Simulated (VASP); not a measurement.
Output of a VASP run:

OSZICAR:
```
       N       E                     dE             d eps       ncg     rms          rms(c)
DAV:   1     0.677880631225E+02    0.67788E+02   -0.53600E+03   702   0.737E+02
DAV:   2    -0.605833523339E+01   -0.73846E+02   -0.70528E+02   961   0.154E+02
DAV:   3    -0.105089342315E+02   -0.44506E+01   -0.44266E+01   847   0.435E+01
DAV:   4    -0.105448078956E+02   -0.35874E-01   -0.35854E-01   827   0.464E+00
DAV:   5    -0.105451344120E+02   -0.32652E-03   -0.32651E-03   882   0.415E-01    0.708E+00
DAV:   6    -0.104862139104E+02    0.58921E-01   -0.38729E-02   772   0.143E+00    0.438E+00
DAV:   7    -0.104668629096E+02    0.19351E-01   -0.76700E-02   752   0.199E+00    0.200E-01
DAV:   8    -0.104661972189E+02    0.66569E-03   -0.94331E-03   727   0.698E-01    0.106E-01
DAV:   9    -0.104663092101E+02   -0.11199E-03   -0.32224E-04   912   0.133E-01    0.330E-02
DAV:  10    -0.104663521660E+02   -0.42956E-04   -0.52351E-05   772   0.555E-02    0.719E-03
DAV:  11    -0.104663558183E+02   -0.36524E-05   -0.91121E-06   802   0.207E-02    0.382E-03
DAV:  12    -0.104663555999E+02    0.21845E-06   -0.18483E-06   556   0.102E-02
   1 F= -.10466356E+02 E0= -.10466356E+02  d E =-.113950E-13
```

### OUTCAR
```
------------------------ aborting loop because EDIFF is reached ----------------------------------------
  FORCE on cell =-STRESS in cart. coord.  units (eV):
  Direction    XX          YY          ZZ          XY          YZ          ZX
  --------------------------------------------------------------------------------------
  Total        1.2079643      1.2079643      2.1665812      0.0000000      0.0000000      0.0000000
  in kB       23.6410074     23.6410073     42.4020488      0.0000000      0.0000000      0.0000000
  external PRESSURE =      29.8946878 kB  Pullay stress =       0.0000000 kB
  volume of cell :       81.87
      direct lattice vectors                 reciprocal lattice vectors
     2.185000000 -3.784531000  0.000000000     0.228832952 -0.132116767  0.000000000
     2.185000000  3.784531000  0.000000000     0.228832952  0.132116767  0.000000000
     0.000000000  0.000000000  4.950000000     0.000000000  0.000000000  0.202020202
 POSITION                                       TOTAL-FORCE (eV/Angst)
 -----------------------------------------------------------------------------------
      0.49163      0.85152      3.30000         0.228532      0.395828     -0.000000
      3.38675      0.00000      0.00000        -0.457063      0.000000     -0.000000
      0.49163     -0.85152      1.65000         0.228532     -0.395828      0.000000
 -----------------------------------------------------------------------------------
    total drift:                               -0.000208     -0.000444      0.000007
  FREE ENERGIE OF THE ION-ELECTRON SYSTEM (eV)
  ---------------------------------------------------
  free  energy   TOTEN  =       -10.4663555999 eV

  energy  without entropy=      -10.4663555999  energy(sigma->0) =      -10.46635560
```
(Selected blocks of OUTCAR.)

**POSCAR**
```
Se
1
    2.1850000000    -3.7845310000     0.0000000000
    2.1850000000     3.7845310000     0.0000000000
    0.0000000000     0.0000000000     4.9500000000
Se
3
Direct
  0.0000000000   0.2250000000   0.6666670000
  0.7750000000   0.7750000000   0.0000000000
  0.2250000000   0.0000000000   0.3333330000
```

Q: Write an INCAR and KPOINTS that could have produced this output.

A: Several could match; the one computed here: the input of the run itself, PBE GGA, plane waves, VASP's PBE PAW potentials (set 64).

### INCAR
```
ALGO=Normal
EDIFF=1E-6
ENCUT=300
GGA=PE
ISIF=2
ISMEAR=-1
LASPH=.TRUE.
LCHARG=.FALSE.
LMAXMIX=4
LREAL=.FALSE.
LWAVE=.FALSE.
NELM=100
PREC=Accurate
SIGMA=0.01
SYSTEM=Se
```

**KPOINTS**
```
Automatic mesh
0
Gamma
6 6 5
0 0 0
```

POTCAR, in this order: Se (PBE.64 set). Program: vasp_std.

The structure is a typed Se crystal. The cell was not relaxed at this level.
